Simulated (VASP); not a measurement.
VASP runs on PbO (space group P4/nmm) share one base input (PBE GGA, plane waves, VASP's PBE PAW potentials (set 64)) and change the settings named in each case.

### KPOINTS
```
Regular mesh
0
gamma
  6 6 4
0.5 0.5 0.5
```

**POSCAR**
```
PbO
1
    4.0467040000     0.0000000000     0.0000000000
    0.0000000000     4.0467040000     0.0000000000
    0.0000000000     0.0000000000     5.3218860000
Pb O
2 2
Direct
  0.5000000000   0.0000000000   0.2259700000
  0.0000000000   0.5000000000   0.7740300000
  0.5000000000   0.5000000000   0.0000000000
  0.0000000000   0.0000000000   0.0000000000
```

INCAR:
```
! general
SYSTEM   =  PbO
PREC     =  Accurate
ENCUT    =  400   ! plane-wave cut-off (eV)
LREAL    =  .FALSE.   ! projection in real space or not
LASPH    =  .TRUE.   ! aspherical one-centre terms

! electronic loop
EDIFF    =  1E-6
NELM     =  100   ! most electronic steps
ALGO     =  Normal
LMAXMIX  =  4

! smearing
ISMEAR   =  -1
SIGMA    =  0.1   ! width (eV)

! functional
GGA      =  PE   ! PBE

! ions
ISIF     =  2   ! forces and stress, cell fixed

! output
LWAVE    =  .FALSE.
LCHARG   =  .FALSE.
```

POTCAR, in this order: Pb_d O (PBE.64 set). Program: vasp_std.

```json
[
 {"change": "base run", "E(σ→0) (eV/atom)": "-5.3852", "pressure (GPa)": "-2.25", "largest force (eV/Å)": "0.163", "−TS (eV)": "0.0000"},
 {"change": "SIGMA = 0.025", "E(σ→0) (eV/atom)": "-5.3852", "pressure (GPa)": "-2.25", "largest force (eV/Å)": "0.163", "−TS (eV)": "0.0000"},
 {"change": "SIGMA = 0.2", "E(σ→0) (eV/atom)": "-5.3848", "pressure (GPa)": "-2.25", "largest force (eV/Å)": "0.161", "−TS (eV)": "-0.0047"},
 {"change": "SIGMA = 0.5", "E(σ→0) (eV/atom)": "-5.3538", "pressure (GPa)": "-1.76", "largest force (eV/Å)": "0.051", "−TS (eV)": "-0.4666"},
 {"change": "SIGMA = 0.8", "E(σ→0) (eV/atom)": "-5.2733", "pressure (GPa)": "0.13", "largest force (eV/Å)": "0.315", "−TS (eV)": "-2.1997"},
 {"change": "ENCUT = 240", "E(σ→0) (eV/atom)": "-5.5539", "pressure (GPa)": "-43.04", "largest force (eV/Å)": "0.158", "−TS (eV)": "0.0000"}
]
```
 Energies of different potentials or functionals have different zeros.  Unless said otherwise, spin-orbit coupling is left out, though it shifts the bands of the heavy elements here.

Left out are runs that ran out of time, are held back, or changed the cell or the kind of run, fixed moments of cells without a moment, rows past the twelfth, gaps on odd meshes, pressures of charged cells and columns that move by less than the noise.

The structure comes from a computed database's PbO entry; how it stands against other phases isn't given here. The cell was not relaxed at this level, forces remain on its atoms, its lattice was scaled by up to 2.5 %.
